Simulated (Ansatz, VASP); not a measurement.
## Bi (Bismuth): VASP beside Ansatz

One calculation is typed for both programs; each brings its own data sets. How far apart do they land? The cell is taken from a series of runs on this material, whose earlier steps may have relaxed, scaled, displaced or heated it; both programs get it as it stands.

Program: Ansatz 0.2.0. Level of theory: plane waves, with VASP 6.6.1 beside it; zone-centre phonons at LDA. Results are calculated unless marked as measured.

## 1. The starting structure

It takes space group R-3m (No. 166, trigonal). The conventional cell has a = 4.474 Å, b = 4.474 Å, c = 11.371 Å, α = 90.00°, β = 90.00°, γ = 120.00°. Nearest to Bi lie 6 Bi at 3.05 to 3.37 Å.

Coordinates:

```cif
data_structure
_symmetry_space_group_name_H-M 'P 1'
_symmetry_Int_Tables_number 1
_cell_length_a 4.5868
_cell_length_b 4.5868
_cell_length_c 4.5868
_cell_angle_alpha 58.378
_cell_angle_beta 58.378
_cell_angle_gamma 58.378
_cell_volume 65.70
loop_
_atom_site_label
_atom_site_type_symbol
_atom_site_fract_x
_atom_site_fract_y
_atom_site_fract_z
_atom_site_occupancy
Bi1 Bi 0.23815 0.23815 0.23815 1
Bi2 Bi 0.76185 0.76185 0.76185 1
```

## 2. VASP: zone-centre phonons, LDA

Second derivatives magnify differences that forces hide, and they need a tight electronic threshold.

Lines of VASP's logs that name or quote its potential files are left out, and so is its time.

The input, INCAR:

```
SYSTEM = Bi
PREC = Accurate
ENCUT = 500
EDIFF = 1E-08
NELM = 120
ISMEAR = 1
SIGMA = 0.2
LREAL = .FALSE.
ALGO = Normal
GGA = CA
NBANDS = 21
LORBIT = 11
LWAVE = .FALSE.
LCHARG = .FALSE.
ISIF = 2
IBRION = 8
LASPH = .TRUE.
GGA_COMPAT = .FALSE.
KPAR = 2
```

The input, POSCAR:

```
Bi
1.0
    2.2369789346      1.2915203901      3.7903824697
   -2.2369789346      1.2915203901      3.7903824697
    0.0000000000     -2.5830407801      3.7903824697
Bi
2
Direct
    0.2381452610      0.2381452610      0.2381452610
    0.7618547390      0.7618547390      0.7618547390
```

The input, KPOINTS:

```
Automatic mesh
0
Gamma
12 12 12
0 0 0
```

PAW data sets: Bi_d (LDA family, release 64).

Started as:

```console
$ mpirun -np 2 vasp_std
```

Numbers of over 12 decimals in the logs are rounded to 6 here.

Log:

```text
[banner, memory and clock lines left out]
running    2 mpi-ranks, on    1 nodes
 distrk:  each k-point on    1 cores,    2 groups
 distr:  one band on    1 cores,    1 groups

 POSCAR found type information on POSCAR Bi
 POSCAR found :  1 types and       2 ions
 LDA part: xc-table for (Slater(with rela. corr.)+CA(PZ))
 , standard interpolation
 POSCAR, INCAR and KPOINTS ok, starting setup
 FFT: planning ... GRIDC
 FFT: planning ... GRID_SOFT
 FFT: planning ... GRID
 WAVECAR not read
 entering main loop
       N       E                     dE             d eps       ncg     rms          rms(c)
DAV:   1     0.301040224789E+03    0.30104E+03   -0.16109E+04  7956   0.172E+03
DAV:   2     0.160417744760E+02   -0.28500E+03   -0.27894E+03  7998   0.444E+02
DAV:   3    -0.826148612113E+01   -0.24303E+02   -0.23960E+02  9497   0.146E+02
DAV:   4    -0.910250544207E+01   -0.84102E+00   -0.84051E+00  9326   0.299E+01
DAV:   5    -0.914241931066E+01   -0.39914E-01   -0.39913E-01 11347   0.583E+00    0.107E+00
DAV:   6    -0.912743282709E+01    0.14986E-01   -0.19587E-02 10250   0.154E+00    0.615E-01
DAV:   7    -0.912050887275E+01    0.69240E-02   -0.12068E-02 10438   0.126E+00    0.106E-01
DAV:   8    -0.912042056590E+01    0.88307E-04   -0.12456E-03  9042   0.446E-01    0.156E-02
DAV:   9    -0.912042398598E+01   -0.34201E-05   -0.59995E-05 11735   0.733E-02    0.701E-03
DAV:  10    -0.912042402859E+01   -0.42607E-07   -0.27347E-06 10150   0.127E-02    0.152E-03
DAV:  11    -0.912042407476E+01   -0.46171E-07   -0.18574E-07 10398   0.321E-03    0.558E-04
DAV:  12    -0.912042407871E+01   -0.39468E-08   -0.19414E-08  7617   0.144E-03
   1 F= -.91204241E+01 E0= -.91210176E+01  d E =0.178059E-02
 Linear response reoptimize wavefunctions to high precision
DAV:   1    -0.912042407791E+01    0.79035E-09   -0.42753E-09  5901   0.825E-04
DAV:   2    -0.912042407801E+01   -0.91859E-10   -0.71014E-10  5139   0.286E-04
 Linear response DOF=           2
 Linear response progress:
  Degree of freedom:   1/  2
       N       E                     dE             d eps       ncg     rms          rms(c)
RMM:   1    -0.330586694877E+00   -0.33059E+00    0.23950E-01 48289   0.846E+00
RMM:   2    -0.339383137871E+00   -0.87964E-02   -0.21001E-02 62303   0.120E+00    0.454E-02
RMM:   3    -0.339625083284E+00   -0.24195E-03   -0.17580E-03 66849   0.340E-01    0.257E-02
RMM:   4    -0.339543540201E+00    0.81543E-04   -0.14428E-04 69152   0.105E-01    0.594E-03
RMM:   5    -0.339554626295E+00   -0.11086E-04   -0.19266E-05 64828   0.345E-02    0.239E-03
RMM:   6    -0.339560501087E+00   -0.58748E-05   -0.41720E-06 67589   0.151E-02    0.100E-03
RMM:   7    -0.339559194351E+00    0.13067E-05   -0.10094E-06 67390   0.509E-03    0.336E-04
RMM:   8    -0.339555106470E+00    0.40879E-05   -0.51833E-07 69183   0.189E-03    0.106E-04
RMM:   9    -0.339553384643E+00    0.17218E-05    0.47998E-07 69716   0.843E-04    0.259E-05
RMM:  10    -0.339553293088E+00    0.91555E-07    0.49650E-09 72338   0.431E-04    0.145E-05
RMM:  11    -0.339553143007E+00    0.15008E-06    0.15975E-07 71566   0.274E-04    0.867E-06
RMM:  12    -0.339552822690E+00    0.32032E-06    0.73328E-08 70149   0.197E-04    0.364E-06
RMM:  13    -0.339552933476E+00   -0.11079E-06    0.35111E-08 66766   0.155E-04    0.327E-06
RMM:  14    -0.339552865568E+00    0.67908E-07    0.20908E-08 69175   0.135E-04    0.144E-06
RMM:  15    -0.339552827994E+00    0.37574E-07    0.45401E-10 76303   0.126E-04    0.362E-07
RMM:  16    -0.339552828249E+00   -0.25491E-09   -0.30325E-09 78768   0.121E-04    0.428E-07
 first order change of Fermi-energy  -0.13389E-04
 force on displaced ion       1 direction 1 :  -1.577   0.000   0.000
 Linear response progress:
  Degree of freedom:   2/  2
       N       E                     dE             d eps       ncg     rms          rms(c)
RMM:   1    -0.331148659887E+00   -0.33115E+00    0.26345E-01 10510   0.855E+00
RMM:   2    -0.339821309998E+00   -0.86727E-02   -0.20163E-02 13587   0.119E+00    0.404E-02
RMM:   3    -0.339966121454E+00   -0.14481E-03   -0.16456E-03 14575   0.329E-01    0.224E-02
RMM:   4    -0.339806506392E+00    0.15962E-03   -0.14180E-04 14839   0.106E-01    0.561E-03
RMM:   5    -0.339817314564E+00   -0.10808E-04   -0.17753E-05 14856   0.327E-02    0.320E-03
RMM:   6    -0.339828766145E+00   -0.11452E-04   -0.31640E-06 14139   0.143E-02    0.811E-04
RMM:   7    -0.339829876169E+00   -0.11100E-05   -0.44124E-07 14724   0.481E-03    0.533E-04
RMM:   8    -0.339827261431E+00    0.26147E-05   -0.65283E-08 13302   0.181E-03    0.841E-05
RMM:   9    -0.339826779312E+00    0.48212E-06   -0.25080E-08 15396   0.873E-04    0.538E-05
RMM:  10    -0.339826559129E+00    0.22018E-06   -0.51740E-09 14847   0.388E-04    0.344E-05
RMM:  11    -0.339826386470E+00    0.17266E-06    0.71150E-10 14688   0.249E-04    0.852E-06
RMM:  12    -0.339826395756E+00   -0.92860E-08   -0.15921E-08 15682   0.181E-04    0.219E-06
 first order change of Fermi-energy   0.30150E+00
 force on displaced ion       1 direction 3 :   0.000  -0.000  -3.853
 Linear response finished
```

From OUTCAR (step 2):

```text
ion  position               nearest neighbor table
   1  0.238  0.238  0.238-   2 3.05   2 3.05   2 3.05   2 3.37   2 3.37   2 3.37
   2  0.762  0.762  0.762-   1 3.05   1 3.05   1 3.05   1 3.37   1 3.37   1 3.37

  LATTYP: Found a trigonal (rhomboedric) cell.
 ALAT       =     4.5868397550
 COS(alpha) =     0.5243071228

 Subroutine GETGRP returns: Found 12 space group operations
 (whereof 12 operations were pure point group operations)

The static configuration has the point symmetry D_3d.

 Found    189 irreducible k-points:

   k-points           NKPTS =    189   k-points in BZ     NKDIM =    189   number of bands    NBANDS=     21

   dimension x,y,z NGX =    36 NGY =   36 NGZ =   36
   dimension x,y,z NGXF=    72 NGYF=   72 NGZF=   72

   ENCUT  =  500.0 eV  36.75 Ry    6.06 a.u.   8.36  8.36  8.36*2*pi/ulx,y,z

   NELECT =      30.0000    total number of electrons

 k-points in reciprocal lattice and weights: Automatic mesh
   0.00000000  0.00000000  0.00000000       0.001
   0.08333333 -0.00000000  0.00000000       0.003
   0.16666667 -0.00000000  0.00000000       0.003
   0.25000000 -0.00000000 -0.00000000       0.003
   0.33333333  0.00000000  0.00000000       0.003
   0.41666667 -0.00000000  0.00000000       0.003
   0.50000000 -0.00000000 -0.00000000       0.002
   0.08333333  0.08333333  0.00000000       0.003
   0.16666667  0.08333333 -0.00000000       0.007
[...]
-0.41666667  0.50000000  0.41666667       0.003
   0.50000000  0.50000000  0.50000000       0.001

 average (electrostatic) potential at core
       1-103.9759       2-103.9759

  Total        0.4169485      0.4169485      0.4037162      0.0000000      0.0000000      0.0000000
  in kB       10.1670638     10.1670638      9.8444015      0.0000000      0.0000000      0.0000000
  external PRESSURE =      10.0595097 kB  Pullay stress =       0.0000000 kB

  energy-cutoff  :      500.00
  volume of cell :       65.70
      direct lattice vectors                 reciprocal lattice vectors
     2.236978935  1.291520390  3.790382470     0.223515739  0.129046872  0.087941873
    -2.236978935  1.291520390  3.790382470    -0.223515739  0.129046872  0.087941873
     0.000000000 -2.583040780  3.790382470     0.000000000 -0.258093744  0.087941873

 POSITION                                       TOTAL-FORCE (eV/Angst)
 -----------------------------------------------------------------------------------
      0.00000      0.00000      2.70798         0.000000      0.000000      0.018512
      0.00000      0.00000      8.66316         0.000000     -0.000000     -0.018512
 -----------------------------------------------------------------------------------
    total drift:                                0.000000     -0.000000      0.000000

 Eigenvectors and eigenvalues of the dynamical matrix
 ----------------------------------------------------

   1 f  =    3.001982 THz    18.862007 2PiTHz  100.135327 cm-1    12.415193 meV
             X         Y         Z           dx          dy          dz
      0.000000  0.000000  2.707985     0.000000    0.000000    0.707107
      0.000000  0.000000  8.663163    -0.000000   -0.000000   -0.707107

   2 f  =    1.920688 THz    12.068037 2PiTHz   64.067249 cm-1     7.943323 meV
             X         Y         Z           dx          dy          dz
      0.000000  0.000000  2.707985    -0.000000   -0.707107    0.000000
      0.000000  0.000000  8.663163     0.000000    0.707107   -0.000000

   3 f  =    1.920688 THz    12.068037 2PiTHz   64.067249 cm-1     7.943323 meV
             X         Y         Z           dx          dy          dz
      0.000000  0.000000  2.707985     0.707107   -0.000000    0.000000
      0.000000  0.000000  8.663163    -0.707107    0.000000    0.000000

   4 f  =    0.000000 THz     0.000000 2PiTHz    0.000001 cm-1     0.000000 meV
             X         Y         Z           dx          dy          dz
      0.000000  0.000000  2.707985     0.698995    0.104658   -0.021276
      0.000000  0.000000  8.663163     0.698995    0.104658   -0.021276

   5 f/i=    0.000000 THz     0.000000 2PiTHz    0.000001 cm-1     0.000000 meV
             X         Y         Z           dx          dy          dz
      0.000000  0.000000  2.707985    -0.087336    0.479079   -0.512695
      0.000000  0.000000  8.663163    -0.087336    0.479079   -0.512695

   6 f/i=    0.000000 THz     0.000000 2PiTHz    0.000001 cm-1     0.000000 meV
             X         Y         Z           dx          dy          dz
      0.000000  0.000000  2.707985     0.061468   -0.509441   -0.486510
      0.000000  0.000000  8.663163     0.061468   -0.509441   -0.486510

 ELASTIC MODULI CONTR FROM IONIC RELAXATION (kBar)
 Direction    XX          YY          ZZ          XY          YZ          ZX
 --------------------------------------------------------------------------------
 XX        -149.9300     40.7377    -96.8321      0.0000    196.9261     -0.0000
 YY          40.7377   -149.9300    -96.8321     -0.0000   -196.9261      0.0000
 ZZ         -96.8321    -96.8321   -171.7421     -0.0000     -0.0000      0.0000
 XY           0.0000     -0.0000     -0.0000    -95.3339     -0.0000    194.3105
 YZ         196.9261   -196.9261     -0.0000     -0.0000   -406.7797      0.0000
 ZX          -0.0000      0.0000      0.0000    194.3105      0.0000   -396.0459
 --------------------------------------------------------------------------------
```

## 3. Ansatz: zone-centre phonons, LDA

Ansatz runs on its PAW soft_1 files.

The same cell, functional (in two slightly different forms), mesh and smearing now go to Ansatz, which takes its cutoff from its data sets.

The input, input.yaml:

```yaml
crystal:
  lattice:
    - [2.2369789346, 1.2915203901, 3.7903824697]
    - [-2.2369789346, 1.2915203901, 3.7903824697]
    - [0.0, -2.5830407801, 3.7903824697]
  atoms:
    - { symbol: Bi, position: [0.238145261, 0.238145261, 0.238145261] }
    - { symbol: Bi, position: [0.761854739, 0.761854739, 0.761854739] }
kpoints:
  mp_grid: { grid: [12, 12, 12] }
hamiltonian:
  xc: lda
  pseudopotentials: { kind: paw, azcp: { folder: soft_1 }, xc_functional: pbe }
scf:
  occupations: { method: methfessel_paxton, width: 0.2 }
output:
  eigenvalues: true
phonons:
  method: dfpt
```

Started as:

```console
$ ansatz run input.yaml --threads 4 --pin off --max-ram 10240MiB --backend cpu --events-out ev --progress --plain --runs-dir out
```

Log:

```text
Engine: ansatz 0.2.0, aarch64-unknown-linux-gnu
Pseudopotentials: kind: paw
Pseudopotential: Bi, paw, valence charge 15, recommended cutoff 420 eV (normal), soft_1/Bi.paw.azcp
Functional definition: SPW92
  exchange = slater_x
  correlation = pw_c
Crystal: 2 atoms, lattice volume = 65.705 Å³
Basis set: ecut = 420 eV, 1279 PW (Γ), exchange–correlation on 64×64×64 points (8 copies of the dense FFT grid, shifted against one another)
Bands: 19, of which v1, the nominal top of the filled ones, is band 15 counted from 1 (14 counted from 0)
Symmetry: 12 space group operations
k-points: 476 of 1728 (irreducible under 2 space group operations, time reversal used)
Non-local potential: Bi, projectors of the file, l = 0: 2, l = 1: 2, l = 2: 2, l = 3: 1
PAW form: soft (Blöchl's): semilocal exchange-correlation on the pseudo side does not see the compensation charge
PAW frozen core: Bi, regenerated for the run's functional, and the local potential with it (the file was generated under x = pbe(κ = 0.804, μ = 0.219515), c = pbe(β = 0.066725))
PAW one-centre angular grid: Bi, 590 points (default); XC on 64 Gauss nodes
Initial density: superposition of atomic densities (chi_scale 0.1, normalization cell)
Initial wavefunctions: pseudopotential atomic-orbital guess
Functional: x = slater, c = lda
SCF iter   1: F=—  HF=-24175.705642 eV  |F-HF|=—  |Δ(HF+E_count)|=         —  Δρ=1.16e-2  dr2=7.64e-2  ethr=3.10e-3  ⟨swp⟩=5.5  Hψ=43763  notcnv=0
preconditioner: auto → Kerker (q_TF=auto, 2.394 Å⁻¹)  [metal: Δε(μ)=0.037 eV  Ē_g=20.376 eV  σ=0.200 eV  W_gap=0.15  n_scr=14 (ndim 8)  ℏωp=25.1 eV  f_vac=0.000  D(μ)=0.21/eV (n_scr^D=0)]
SCF iter   2: F=—  HF=-24175.689489 eV  |F-HF|=—  |Δ(HF+E_count)|=   1.62e-2  S|Δr|=    0.00e0  Δρ=7.28e-3  dr2=3.19e-2  ethr=2.55e-4  ⟨swp⟩=1.0  Hψ=12852  notcnv=0
SCF iter   3: F=—  HF=-24175.682510 eV  |F-HF|=—  |Δ(HF+E_count)|=   6.98e-3  S|Δr|=    0.00e0  Δρ=1.06e-3  dr2=1.23e-3  ethr=1.06e-4  ⟨swp⟩=2.0  Hψ=16192  notcnv=0
SCF iter   4: F=—  HF=-24175.682343 eV  |F-HF|=—  |Δ(HF+E_count)|=   1.66e-4  S|Δr|=    0.00e0  Δρ=3.33e-4  dr2=1.18e-4  ethr=4.09e-6  ⟨swp⟩=3.0  Hψ=16500  notcnv=0
SCF iter   5: F=—  HF=-24175.682344 eV  |F-HF|=—  |Δ(HF+E_count)|=   4.79e-7  S|Δr|=    0.00e0  Δρ=1.42e-4  dr2=1.59e-5  ethr=3.92e-7  ⟨swp⟩=2.9  Hψ=16501  notcnv=0
SCF iter   6: F=—  HF=-24175.682336 eV  |F-HF|=—  |Δ(HF+E_count)|=   8.41e-6  S|Δr|=    0.00e0  Δρ=1.90e-5  dr2=3.19e-7  ethr=5.30e-8  ⟨swp⟩=2.0  Hψ=16188  notcnv=0
SCF iter   7: F=—  HF=-24175.682335 eV  |F-HF|=—  |Δ(HF+E_count)|=   2.49e-7  S|Δr|=    0.00e0  Δρ=4.42e-6  dr2=2.19e-8  ethr=1.06e-9  ⟨swp⟩=2.0  Hψ=11428  notcnv=0
SCF iter   8: F=—  HF=-24175.682335 eV  |F-HF|=—  |Δ(HF+E_count)|=   3.23e-9  S|Δr|=    0.00e0  Δρ=1.37e-6  dr2=1.65e-9  ethr=7.31e-11  ⟨swp⟩=3.0  Hψ=16653  notcnv=0
SCF iter   9: F=—  HF=-24175.682335 eV  |F-HF|=—  |Δ(HF+E_count)|=  4.26e-10  S|Δr|=    0.00e0  Δρ=2.14e-7  dr2=2.99e-11  ethr=5.50e-12  ⟨swp⟩=2.0  Hψ=15617  notcnv=0
SCF iter  10: F=-24175.682335 eV  HF=-24175.682335 eV  |F-HF|=3.64e-12  |Δ(HF+E_count)|=  1.09e-11  S|Δr|=    0.00e0  Δρ=5.56e-8  dr2=3.08e-12  ethr=1.00e-12  ⟨swp⟩=5.3  Hψ=36604  notcnv=0
SCF 1 converged in 10 iterations: F = -24175.682335 eV  dr2 = 3.08e-12
  greatest PAW one-centre occupation: 0.988 electrons in one spin orbital (limit 2), on the Bi atom at site 1 (counted from 0), in its partial waves of l = 2
DFPT response loops at Γ: preconditioner auto → Kerker (q_TF=auto, 2.394 Å⁻¹) (partly filled bands, converged f_vac=0.000); β = 1.00, the filter's whole step (`scf.mixing.beta` (0.50) is not read by the response loops under this deck's `scf.mixing.preconditioner`; to damp them name `kerker` or `kerker_dos`, under which they read `scf.mixing.beta`, and type it under 1.00, their step now; both keys bind the ground state too); Broyden in place of MSR1
SCF converged after 10 iterations
Stability not checked: this state was not tested for a lower state beside it, because cold or Methfessel-Paxton smearing, or corrected tetrahedra, fill the levels in a way that the test cannot read (fill_not_monotonic; see scf.lower_state_search)
Free energy (F): -24175.682335 eV
Harris-Foulkes:  -24175.682335 eV  (|F-HF|=3.64e-12)
Internal energy: -24175.684071 eV  (E = F + TS)
E sigma→0 (E₀):  -24175.682769 eV
Entropy (-TS):   0.001736 eV (0.868 meV/atom)
Fermi energy:    10.442113 eV
--- Per-component energies (eV) ---
  E_band       = -197.269655
  E_kinetic    = 511.888690
  E_local      = -2611.886704  (includes V_loc(G=0)·N_el)
  E_nonlocal   = 825.245734
  E_hartree    = 968.905047
  E_xc         = -302.131121
  E_vxc        = -263.981714  (∫ρ·V_xc dr)
  E_paw        = -20705.289040  (= ΣΔE_a)
  E_vpaw       = -596.346187  (= ΣTr[D̂ρ^β])
  E_aug_tail   = 0.000446  (compensation charges beyond the density's cutoff)
  E_ewald      = -2862.407480
  E_core_change = -0.009642  (= ΣΔE_core)
  E_smearing   = 0.001736  (= −TS)
  E_closure    = -0.000000  (closes the sum)
  Σ components = -24175.682335   (vs F -24175.682335, Δ=0.00e0)
--- Band table (eV; the first three rows and the last of 476) ---
  k-point 0: bands = [... 11 lower, 3.1025, 8.8758, 9.0801, 9.0801, 13.3235, 13.5815, 13.5815, 15.9851]
  k-point 1: bands = [... 11 lower, 2.9166, 8.9105, 9.0882, 9.1176, 13.1315, 13.2390, 13.3697, 15.6525]
  k-point 2: bands = [... 11 lower, 2.4129, 8.9825, 9.1177, 9.2283, 12.4276, 12.7474, 12.8526, 15.4341]
  k-point 475: bands = [... 11 lower, 0.0057, 9.6192, 9.8826, 9.8826, 10.8309, 10.8309, 10.9392, 17.9616]
--- Phonons (Γ-DFPT): 2 representative perturbations + reference, on 476 of 1728 k-points (Σ response iterations 4) ---
  k mesh reduced under 2 symmetry operations, with k and −k counted as one. Each operation leaves every solved perturbation unchanged. A smaller set is not used because it would not reduce the number of displacements times k-points to solve
  ASR residual: 2.911e-4 → 0.000e0 eV/Å²; symmetrization residual: 1.772e-5 eV/Å²
  ASR residual per site (eV/Å²): 2.91e-4 2.91e-4
  Γ frequencies (cm⁻¹): 0.00 0.00 0.00 62.65 62.65 99.13
  non-analytic LO–TO correction: not included (Born effective charges unavailable; polar crystals: no LO–TO splitting at Γ)
```

## 4. Differences

Known differences besides the potentials themselves: the two LDA forms differ slightly; the cutoff is 420 eV in Ansatz and 500 eV in VASP; VASP's log shows a relativistic correction to its local exchange, Ansatz's none. Total energies have different zeros and are not compared.

Compared:

```csv
quantity,Ansatz,VASP,difference
optical mode 1 to 2 (cm⁻¹),62.6,64.1,-2.21 %
optical mode 3 (cm⁻¹),99.1,100.1,-1.00 %
```

Modes are paired by rising frequency, not by their patterns, so a pair may set unlike modes beside each other; they are those without the splitting of longitudinal modes.

## 5. Outcome

```json
{"r.m.s. difference of the optical zone-centre modes, each program's sorted by frequency (zone-centre phonons, LDA)": "1.3 cm⁻¹", "difference in optical mode 1 to 2 (zone-centre phonons, LDA)": "-2.2 %"}
```

In words: The r.m.s. difference of the optical zone-centre modes, each program's sorted by frequency is 1.3 cm⁻¹ (zone-centre phonons, LDA). Among the rows given in per cent, the largest difference of the zone-centre phonons, LDA pair is in optical mode 1 to 2, -2.2 %. How closely two codes agree says nothing of how well the functional describes the real material.

[Lines on the potential files, build, host, timing and source positions are cut from VASP's logs without a mark.]

[Logs are printed without paths, hosts, clocks, repeated set-up lines and the standing remarks that a program may print on its own settings, such as how far it seeks lower states.]

[Hosts, paths, dates, database ids (printed as entryN), source tags and the programs' standing remarks are cut or masked in the printed files.]
